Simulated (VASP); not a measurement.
Level of theory: PBE GGA, VASP's PBE PAW potentials (set 64) (plane waves; VASP 6.6.1).

The input files of a VASP run:

File POSCAR:
```
Pr
1
    3.6611180000     0.0000000000     0.0000000000
    0.0000000000     5.9441680000     0.0000000000
    0.0000000000     0.0000000000    25.6256000000
Pr
8
Direct
  0.1061060000   0.2462510000   0.3570610000
  0.1051290000   0.7473600000   0.2737640000
  0.6067030000   0.2533620000   0.4778510000
  0.6145230000   0.7490090000   0.3977970000
  0.1165370000   0.2508760000   0.6035890000
  0.1150010000   0.7489530000   0.5197370000
  0.6142500000   0.2509500000   0.7263930000
  0.6106390000   0.7532410000   0.6438090000
```

### INCAR
```
LCHARG  =  .False.
MAGMOM  =  8*2.0
PREC  =  Accurate
GGA  =  PE   # PBE
SIGMA  =  0.1   # width (eV)
ALGO  =  Normal   # blocked Davidson
ENCUT  =  300   # plane-wave cut-off (eV)
LREAL  =  .False.   # projection in real space or not
LASPH  =  .True.   # aspherical one-centre terms
ISPIN  =  2
LMAXMIX  =  6
SYSTEM  =  Pr
EDIFF  =  1E-6
LORBIT  =  11   # lm-projected
ISMEAR  =  -1   # Fermi-Dirac
ISIF  =  2   # forces and stress, cell fixed
NELM  =  100   # most electronic steps
LWAVE  =  .False.
```

KPOINTS:
```
Automatic
0
gamma
5 3 1
```

POTCAR, in this order: Pr (PBE.64 set). Program: vasp_std.

The run wrote:

OSZICAR:
```
...
DAV:  12    -0.832160990768E+02    0.51826E+02   -0.92297E+02  3884   0.167E+02    0.104E+02
DAV:  13    -0.730303895057E+02    0.10186E+02   -0.72696E+02  4072   0.144E+02    0.607E+01
DAV:  14    -0.705713908179E+02    0.24590E+01   -0.19263E+02  4392   0.801E+01    0.643E+01
DAV:  15    -0.637112873574E+02    0.68601E+01   -0.16125E+02  4184   0.838E+01    0.584E+01
DAV:  16    -0.586838604216E+02    0.50274E+01   -0.59250E+01  4440   0.388E+01    0.674E+01
DAV:  17    -0.573361055087E+02    0.13478E+01   -0.13557E+01  4466   0.182E+01    0.639E+01
DAV:  18    -0.549794847688E+02    0.23566E+01   -0.74697E+00  4168   0.116E+01    0.619E+01
DAV:  19    -0.531460836213E+02    0.18334E+01   -0.72245E+00  4056   0.106E+01    0.591E+01
DAV:  20    -0.481464520960E+02    0.49996E+01   -0.55757E+00  4016   0.921E+00    0.496E+01
DAV:  21    -0.462767260100E+02    0.18697E+01   -0.96884E+00  4256   0.126E+01    0.442E+01
DAV:  22    -0.424325644648E+02    0.38442E+01   -0.74121E+00  3978   0.107E+01    0.454E+01
DAV:  23    -0.414541542839E+02    0.97841E+00   -0.23046E+00  4480   0.609E+00    0.449E+01
DAV:  24    -0.413168441075E+02    0.13731E+00   -0.88215E-01  4464   0.255E+00    0.450E+01
DAV:  25    -0.412577291688E+02    0.59115E-01   -0.49083E-01  4480   0.172E+00    0.450E+01
DAV:  26    -0.422349913243E+02   -0.97726E+00   -0.37564E+00  3712   0.699E+00    0.475E+01
DAV:  27    -0.433181913540E+02   -0.10832E+01   -0.47782E+00  3776   0.889E+00    0.467E+01
DAV:  28    -0.429808696033E+02    0.33732E+00   -0.18569E+00  4320   0.436E+00    0.499E+01
DAV:  29    -0.419885180560E+02    0.99235E+00   -0.24322E+00  4128   0.661E+00    0.503E+01
DAV:  30    -0.419789669320E+02    0.95511E-02   -0.58018E-01  4346   0.234E+00    0.512E+01
DAV:  31    -0.410631673218E+02    0.91580E+00   -0.14309E+00  4080   0.352E+00    0.514E+01
DAV:  32    -0.413641752872E+02   -0.30101E+00   -0.49128E-01  4432   0.230E+00    0.517E+01
DAV:  33    -0.414660210508E+02   -0.10185E+00   -0.11206E+00  4000   0.313E+00    0.547E+01
DAV:  34    -0.410395457847E+02    0.42648E+00   -0.54550E-01  4384   0.268E+00    0.542E+01
DAV:  35    -0.376673812535E+02    0.33722E+01   -0.51250E+00  3504   0.840E+00    0.453E+01
DAV:  36    -0.366708995579E+02    0.99648E+00   -0.19068E+00  4336   0.476E+00    0.421E+01
DAV:  37    -0.380010674845E+02   -0.13302E+01   -0.84551E+00  4072   0.698E+00    0.575E+01
DAV:  38    -0.359763615585E+02    0.20247E+01   -0.65900E+00  4208   0.112E+01    0.349E+01
DAV:  39    -0.364269692953E+02   -0.45061E+00   -0.50128E+00  4160   0.719E+00    0.384E+01
DAV:  40    -0.366422522634E+02   -0.21528E+00   -0.18756E+00  4336   0.368E+00    0.404E+01
DAV:  41    -0.364868641769E+02    0.15539E+00   -0.36808E+00  4000   0.762E+00    0.335E+01
DAV:  42    -0.367213507062E+02   -0.23449E+00   -0.10164E+00  4288   0.372E+00    0.341E+01
DAV:  43    -0.364459655858E+02    0.27539E+00   -0.38762E-01  4200   0.177E+00    0.332E+01
DAV:  44    -0.364493274644E+02   -0.33619E-02   -0.13336E+00  3776   0.293E+00    0.295E+01
DAV:  45    -0.364306395235E+02    0.18688E-01   -0.63503E-01  4144   0.185E+00    0.295E+01
DAV:  46    -0.363694954189E+02    0.61144E-01   -0.38198E-01  4264   0.115E+00    0.293E+01
DAV:  47    -0.362746722482E+02    0.94823E-01   -0.36438E-01  3832   0.158E+00    0.273E+01
DAV:  48    -0.362274979571E+02    0.47174E-01   -0.25517E-01  4344   0.127E+00    0.255E+01
DAV:  49    -0.368211527800E+02   -0.59365E+00   -0.85780E-01  3770   0.289E+00    0.302E+01
DAV:  50    -0.370959494013E+02   -0.27480E+00   -0.49701E-01  4240   0.226E+00    0.316E+01
DAV:  51    -0.364637312545E+02    0.63222E+00   -0.24199E+01  3744   0.230E+01    0.450E+01
DAV:  52    -0.359472434428E+02    0.51649E+00   -0.11524E+01  4384   0.171E+01    0.535E+01
DAV:  53    -0.361123574962E+02   -0.16511E+00   -0.65290E+00  4312   0.915E+00    0.621E+01
DAV:  54    -0.357170422389E+02    0.39532E+00   -0.24929E+00  4376   0.522E+00    0.600E+01
DAV:  55    -0.361727434816E+02   -0.45570E+00   -0.17988E+00  4128   0.447E+00    0.575E+01
DAV:  56    -0.393973043282E+02   -0.32246E+01   -0.11157E+01  3960   0.124E+01    0.626E+01
DAV:  57    -0.402909060301E+02   -0.89360E+00   -0.32135E+00  4296   0.787E+00    0.600E+01
DAV:  58    -0.404825328312E+02   -0.19163E+00   -0.14083E+00  4480   0.321E+00    0.612E+01
DAV:  59    -0.415891436937E+02   -0.11066E+01   -0.12442E+00  4144   0.338E+00    0.639E+01
DAV:  60    -0.414779889741E+02    0.11115E+00   -0.65982E-01  4304   0.186E+00    0.648E+01
DAV:  61    -0.400863359956E+02    0.13917E+01   -0.20929E+00  3608   0.601E+00    0.583E+01
DAV:  62    -0.375962365310E+02    0.24901E+01   -0.34307E+00  4448   0.842E+00    0.483E+01
DAV:  63    -0.382985477374E+02   -0.70231E+00   -0.21352E+00  4136   0.599E+00    0.478E+01
DAV:  64    -0.381932644723E+02    0.10528E+00   -0.18729E+00  4352   0.423E+00    0.471E+01
DAV:  65    -0.382728986711E+02   -0.79634E-01   -0.11998E+00  4290   0.344E+00    0.469E+01
DAV:  66    -0.386350114778E+02   -0.36211E+00   -0.17444E+01  4000   0.178E+01    0.538E+01
DAV:  67    -0.391683945427E+02   -0.53338E+00   -0.63881E+00  4226   0.141E+01    0.427E+01
DAV:  68    -0.398168362698E+02   -0.64844E+00   -0.43592E+00  4456   0.928E+00    0.411E+01
DAV:  69    -0.398865137933E+02   -0.69678E-01   -0.19175E+00  4280   0.482E+00    0.415E+01
DAV:  70    -0.399529744561E+02   -0.66461E-01   -0.11480E+00  4280   0.327E+00    0.431E+01
DAV:  71    -0.413357027227E+02   -0.13827E+01   -0.15049E+01  3904   0.171E+01    0.551E+01
DAV:  72    -0.413261206798E+02    0.95820E-02   -0.46730E+00  4448   0.116E+01    0.539E+01
DAV:  73    -0.404361549824E+02    0.88997E+00   -0.25746E+00  4264   0.686E+00    0.499E+01
DAV:  74    -0.392194470314E+02    0.12167E+01   -0.47662E+00  4120   0.982E+00    0.386E+01
DAV:  75    -0.387308064619E+02    0.48864E+00   -0.17783E+00  4384   0.521E+00    0.358E+01
DAV:  76    -0.477468337665E+02   -0.90160E+01   -0.70657E+01  3736   0.257E+01    0.925E+01
DAV:  77    -0.350444481430E+02    0.12702E+02   -0.35565E+01  4184   0.344E+01    0.332E+01
DAV:  78    -0.363694193168E+02   -0.13250E+01   -0.15556E+01  4224   0.110E+01    0.276E+01
DAV:  79    -0.373002235205E+02   -0.93080E+00   -0.74824E+00  4416   0.706E+00    0.274E+01
DAV:  80    -0.375038620565E+02   -0.20364E+00   -0.40302E+00  4192   0.468E+00    0.275E+01
DAV:  81    -0.383247627047E+02   -0.82090E+00   -0.41109E+00  3816   0.931E+00    0.343E+01
DAV:  82    -0.372921873805E+02    0.10326E+01   -0.33598E+00  4232   0.716E+00    0.261E+01
DAV:  83    -0.372463039227E+02    0.45883E-01   -0.11846E+00  4192   0.359E+00    0.240E+01
DAV:  84    -0.372341169428E+02    0.12187E-01   -0.70596E-01  4096   0.306E+00    0.223E+01
DAV:  85    -0.372898283359E+02   -0.55711E-01   -0.10190E+00  4112   0.360E+00    0.235E+01
DAV:  86    -0.373685505086E+02   -0.78722E-01   -0.15355E+00  3944   0.482E+00    0.257E+01
DAV:  87    -0.373255822652E+02    0.42968E-01   -0.11195E+00  4352   0.480E+00    0.209E+01
DAV:  88    -0.374428081902E+02   -0.11723E+00   -0.10941E+00  4248   0.324E+00    0.183E+01
DAV:  89    -0.375380466904E+02   -0.95239E-01   -0.51855E-01  4320   0.220E+00    0.180E+01
DAV:  90    -0.376280810854E+02   -0.90034E-01   -0.39814E-01  4336   0.146E+00    0.182E+01
DAV:  91    -0.380432506904E+02   -0.41517E+00   -0.13358E+00  3848   0.352E+00    0.221E+01
DAV:  92    -0.375590174733E+02    0.48423E+00   -0.76829E-01  4202   0.377E+00    0.192E+01
DAV:  93    -0.375658973867E+02   -0.68799E-02   -0.24844E-01  4352   0.134E+00    0.189E+01
DAV:  94    -0.375709492127E+02   -0.50518E-02   -0.15438E-01  4312   0.854E-01    0.188E+01
DAV:  95    -0.376126618630E+02   -0.41713E-01   -0.14977E-01  4272   0.595E-01    0.195E+01
DAV:  96    -0.377230766163E+02   -0.11041E+00   -0.71296E-01  3848   0.331E+00    0.222E+01
DAV:  97    -0.374164193780E+02    0.30666E+00   -0.11590E+00  4304   0.442E+00    0.173E+01
DAV:  98    -0.376643793341E+02   -0.24796E+00   -0.30677E-01  4224   0.195E+00    0.180E+01
DAV:  99    -0.377827924648E+02   -0.11841E+00   -0.32293E-01  4016   0.198E+00    0.198E+01
DAV: 100    -0.377869168687E+02   -0.41244E-02   -0.14872E-01  4080   0.107E+00
   1 F= -.37786917E+02 E0= -.36902518E+02  d E =-.176880E+01  mag=    13.8400
```

OUTCAR:
```
------------------------ aborting loop EDIFF was not reached (unconverged)  ----------------------------
  FORCE on cell =-STRESS in cart. coord.  units (eV):
  Direction    XX          YY          ZZ          XY          YZ          ZX
  --------------------------------------------------------------------------------------
  Total      114.9785244    123.3565493     49.8324373     -0.5362971      0.9503471      0.1200010
  in kB      330.3303430    354.4001929    143.1673106     -1.5407678      2.7303227      0.3447599
  external PRESSURE =     275.9659489 kB  Pullay stress =       0.0000000 kB
  volume of cell :      557.67
      direct lattice vectors                 reciprocal lattice vectors
     3.661118000  0.000000000  0.000000000     0.273140609  0.000000000  0.000000000
     0.000000000  5.944168000  0.000000000     0.000000000  0.168232123  0.000000000
     0.000000000  0.000000000 25.625600000     0.000000000  0.000000000  0.039023477
 POSITION                                       TOTAL-FORCE (eV/Angst)
 -----------------------------------------------------------------------------------
      0.38847      1.46376      9.14990         0.017203      0.016597     -0.325682
      0.38489      4.44243      7.01537         0.008299     -0.020597     -0.122752
      2.22121      1.50603     12.24522         0.032147     -0.032797     -0.041789
      2.24984      4.45224     10.19379        -0.028818     -0.001800     -0.218306
      0.42666      1.49125     15.46733        -0.014609      0.007192      0.580856
      0.42103      4.45190     13.31857        -0.041737      0.046424     -0.251747
      2.24884      1.49169     18.61426         0.005232      0.001709      0.092058
      2.23562      4.47739     16.49799         0.022282     -0.016730      0.287363
 -----------------------------------------------------------------------------------
    total drift:                                0.024866     -0.028372      1.899728
  FREE ENERGIE OF THE ION-ELECTRON SYSTEM (eV)
  ---------------------------------------------------
  free  energy   TOTEN  =       -37.7869168687 eV

  energy  without entropy=      -36.0181184092  energy(sigma->0) =      -36.90251764

 total charge

# of ion       s       p       d       f       tot
--------------------------------------------------
    1        1.983   5.289   0.512   1.736   9.521
    2        1.975   5.289   0.448   2.241   9.952
    3        1.983   5.284   0.557   2.355  10.179
    4        1.982   5.282   0.572   2.391  10.228
    5        1.975   5.277   0.598   1.295   9.145
    6        1.984   5.290   0.563   2.106   9.943
    7        1.964   5.298   0.542   3.707  11.511
    8        1.975   5.283   0.586   2.233  10.077
--------------------------------------------------
tot         15.820  42.293   4.378  18.064  80.556

 magnetization (x)

# of ion       s       p       d       f       tot
--------------------------------------------------
    1       -0.012  -0.041   0.077   1.688   1.712
    2       -0.000  -0.013   0.071   1.576   1.634
    3       -0.011  -0.035   0.097   2.290   2.341
    4       -0.013  -0.037   0.077   2.312   2.339
    5       -0.004  -0.012   0.054   1.101   1.139
    6       -0.011  -0.037   0.098   2.040   2.089
    7        0.024  -0.005   0.288   1.052   1.360
    8        0.005   0.020   0.076  -1.253  -1.151
--------------------------------------------------
tot         -0.022  -0.158   0.836  10.806  11.462
```
(Selected blocks of OUTCAR.)

File stdout:
```
...
 -----------------------------------------------------------------------------
|                                                                             |
|           W    W    AA    RRRRR   N    N  II  N    N   GGGG   !!!           |
|           W    W   A  A   R    R  NN   N  II  NN   N  G    G  !!!           |
|           W    W  A    A  R    R  N N  N  II  N N  N  G       !!!           |
|           W WW W  AAAAAA  RRRRR   N  N N  II  N  N N  G  GGG   !            |
|           WW  WW  A    A  R   R   N   NN  II  N   NN  G    G                |
|           W    W  A    A  R    R  N    N  II  N    N   GGGG   !!!           |
|                                                                             |
|     The electronic self-consistency was not achieved in the given           |
|     number of steps (NELM). The forces and other quantities evaluated       |
|     might not be reliable so examine the results carefully. If you find     |
|     spurious results, we suggest increasing NELM, if you were close to      |
|     convergence or switching to a different ALGO or adjusting the           |
|     density mixing parameters otherwise.                                    |
|                                                                             |
 -----------------------------------------------------------------------------

 -----------------------------------------------------------------------------
|                                                                             |
|           W    W    AA    RRRRR   N    N  II  N    N   GGGG   !!!           |
|           W    W   A  A   R    R  NN   N  II  NN   N  G    G  !!!           |
|           W    W  A    A  R    R  N N  N  II  N N  N  G       !!!           |
|           W WW W  AAAAAA  RRRRR   N  N N  II  N  N N  G  GGG   !            |
|           WW  WW  A    A  R   R   N   NN  II  N   NN  G    G                |
|           W    W  A    A  R    R  N    N  II  N    N   GGGG   !!!           |
|                                                                             |
|     Your highest band is occupied at some k-points! Unless you are          |
|     performing a calculation for an insulator or semiconductor, without     |
|     unoccupied bands, you have included TOO FEW BANDS!! Please increase     |
|     the parameter NBANDS in file INCAR to ensure that the highest band      |
|     is unoccupied at all k-points. It is always recommended to include      |
|     a few unoccupied bands to accelerate the convergence of                 |
|     molecular-dynamics runs (even for insulators or semiconductors),        |
|     since the presence of unoccupied bands improves wavefunction            |
|     prediction and helps to suppress 'band-crossings'.                      |
|                                                                             |
 -----------------------------------------------------------------------------

   1 F= -.37786917E+02 E0= -.36902518E+02  d E =-.176880E+01  mag=    13.8400
```

The run did not converge; its last values are not results.

At this cut-off the stress carries a Pulay error, which pulls relaxed volumes low. The cell holds a wide vacuum, so values per volume refer to the whole cell.

The cell is a sheet with vacuum, built from a generated structure. VASP warned that the highest band is occupied, so more bands are needed.
